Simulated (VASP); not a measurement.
Given:

```yaml
crystal:
  lattice:
    - [2.08180, -3.65896, 0.00000]
    - [2.08180, 3.65896, 0.00000]
    - [0.00000, 0.00000, 6.93112]
  atoms:
    - { symbol: Mg, position: [0.00000, 0.00000, 0.00000] }
    - { symbol: I, position: [0.33333, 0.66667, 0.24200] }
    - { symbol: I, position: [0.67830, 0.34497, 0.75800] }
```
Cell charge +0.5.

Computed with PBE GGA, VASP's PBE PAW potentials (set 64) (plane waves; VASP). Settings: NELECT = 15.5, 400 eV cut-off, 6×6×3 Γ-centred mesh, Gaussian smearing of 0.050 eV, potentials Mg I.

The cell is charged, with a uniform compensating background. Unless said otherwise, spin-orbit coupling is left out, though it shifts the bands of the heavy elements here.

What does the run give for the energy per atom (σ→0), pressure, largest force, band gap (on the k-mesh) with the smallest direct gap where there is one?

```yaml
band gap (on the k-mesh): none (metal, semimetal or under 0.01 eV)
energy per atom (σ→0): -2.877 eV/atom
pressure: -6.42 GPa
largest_force: 0.083 eV/Å
```

The absolute energy has meaning only against runs of the same code, potentials and settings.

The compound is MgI2 in the 1T layered structure. The cell was not relaxed at this level, atoms are displaced from their ideal sites. The k-mesh is coarse (spacing up to 0.30 per Å, 2π included), so the numbers may not be converged in it. The run is one of a series of settings (NELECT = 15.5 against the base run), some of them coarse on purpose.
